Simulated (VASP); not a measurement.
Calculation: PBEsol GGA, VASP's PBE PAW potentials (set 64) (plane waves; VASP 6.6.1).

The input files of a VASP run:

**POSCAR**
```
Be3ZnTe4
1
   -0.0000000000     2.8636117268     2.8636117268
    2.8636117268     0.0000000000     2.8636117268
   11.4718577151    11.4718577151    -0.0174108078
Zn Te Be
1 4 3
Direct
  0.0036053158   0.0036053158   0.9972960131
  0.2327521568   0.2327521568   0.0754358824
  0.2447173948   0.2447173948   0.3164619539
  0.2545736362   0.2545736362   0.5590697728
  0.2655013136   0.2655013136   0.8008740148
  0.9893754990   0.9893754990   0.2579683757
  0.9998666255   0.9998666255   0.5001000308
  0.0096080583   0.0096080583   0.7427939563
```

INCAR:
```
# general
SYSTEM  = Be3ZnTe4
PREC    = Accurate
ENCUT   = 400   # plane-wave cut-off (eV)
LREAL   = F   # projection in real space or not
LASPH   = T
ICHARG  = 11

# electronic loop
EDIFF   = 1E-7
NELM    = 100
ALGO    = Normal
LMAXMIX = 4   # l cut-off of mixed one-centre charges

# smearing
ISMEAR  = 0
SIGMA   = 0.05

# functional
GGA     = PS   # PBEsol

# output
LWAVE   = F
LCHARG  = F
LORBIT  = 11   # lm-projected
```

**KPOINTS**
```
k-points along high-symmetry lines
12
Line-mode
Reciprocal
  0.000000   0.000000   0.000000 ! GAMMA
  0.000000   0.000000  -0.500000 ! T

  0.000000   0.000000  -0.500000 ! T
 -0.328125   0.328125  -0.500000 ! H_2

 -0.343750   0.328125  -0.187500 ! H_0
  0.000000   0.500000   0.500000 ! L

  0.000000   0.500000   0.500000 ! L
  0.000000   0.000000   0.000000 ! GAMMA

  0.000000   0.000000   0.000000 ! GAMMA
 -0.335938   0.335938   0.000000 ! S_0

 -0.335938   0.328125  -0.343750 ! S_2
 -0.500000   0.000000  -1.000000 ! F

 -0.500000   0.000000  -1.000000 ! F
  0.000000   0.000000   0.000000 ! GAMMA
```

POTCAR, in this order: Zn Te Be (PBE.64 set). Program: vasp_std. Read from the step before: CHGCAR.

Output of the run:

OSZICAR:
```
       N       E                     dE             d eps       ncg     rms          rms(c)
DAV:   1     0.197929789670E+03    0.19793E+03   -0.14797E+04  4376   0.117E+03
DAV:   2    -0.677972221408E+01   -0.20471E+03   -0.20007E+03  5190   0.244E+02
DAV:   3    -0.244452793139E+02   -0.17666E+02   -0.17334E+02  5288   0.767E+01
DAV:   4    -0.249014430190E+02   -0.45616E+00   -0.45502E+00  6106   0.122E+01
DAV:   5    -0.249110789708E+02   -0.96360E-02   -0.96260E-02  5788   0.166E+00
DAV:   6    -0.249114064687E+02   -0.32750E-03   -0.32743E-03  6156   0.254E-01
DAV:   7    -0.249114180606E+02   -0.11592E-04   -0.11591E-04  5722   0.432E-02
DAV:   8    -0.249114187202E+02   -0.65957E-06   -0.65954E-06  5400   0.858E-03
DAV:   9    -0.249114187567E+02   -0.36482E-07   -0.36506E-07  4488   0.202E-03
   1 F= -.24911419E+02 E0= -.24911419E+02  d E =-.134753E-12
```

File OUTCAR:
```
 val. band max:        4.8358272121   @ k =   0.0000   0.0000   0.0000

 cond. band min:       6.4281587510   @ k =  -0.5000   0.0000  -1.0000



 k-point     1 :       0.0000    0.0000    0.0000
  band No.  band energies     occupation
      1      -7.6896      2.00000
      2      -7.2193      2.00000
      3      -7.1065      2.00000
      4      -6.4155      2.00000
      5      -2.3481      2.00000
      6      -2.3481      2.00000
      7      -2.2891      2.00000
      8      -2.1270      2.00000
      9      -2.1270      2.00000
     10      -1.0054      2.00000
     11       1.1271      2.00000
     12       1.3370      2.00000
     13       3.3398      2.00000
     14       3.3398      2.00000
     15       3.7179      2.00000
     16       3.7179      2.00000
     17       4.0618      2.00000
     18       4.0618      2.00000
     19       4.5375      2.00000
     20       4.8358      2.00000
     21       4.8358      2.00000
     22       7.2379      0.00000
     23       7.4551      0.00000
     24       7.5617      0.00000
     25       7.7267      0.00000
     26       8.2041      0.00000

 k-point     2 :       0.0000    0.0000   -0.0455
  band No.  band energies     occupation
      1      -7.6885      2.00000
      2      -7.2327      2.00000
      3      -7.0922      2.00000
      4      -6.4177      2.00000
      5      -2.3481      2.00000
      6      -2.3481      2.00000
      7      -2.2895      2.00000
      8      -2.1270      2.00000
      9      -2.1270      2.00000
     10      -0.9995      2.00000
     11       1.0363      2.00000
     12       1.4313      2.00000
     13       3.3403      2.00000
     14       3.3403      2.00000
     15       3.7157      2.00000
     16       3.7157      2.00000
     17       4.0643      2.00000
     18       4.0644      2.00000
     19       4.5213      2.00000
     20       4.8347      2.00000
     21       4.8347      2.00000
     22       7.2406      0.00000
     23       7.4557      0.00000
...
```

The density is held fixed in this step, so its total energy and stress have no physical meaning. Unless said otherwise, spin-orbit coupling is left out, though it shifts the bands of the heavy elements here.

The structure was generated: Be3ZnTe4 was put into an ordered model structure (R3m), which need not be its known phase. It was relaxed first.
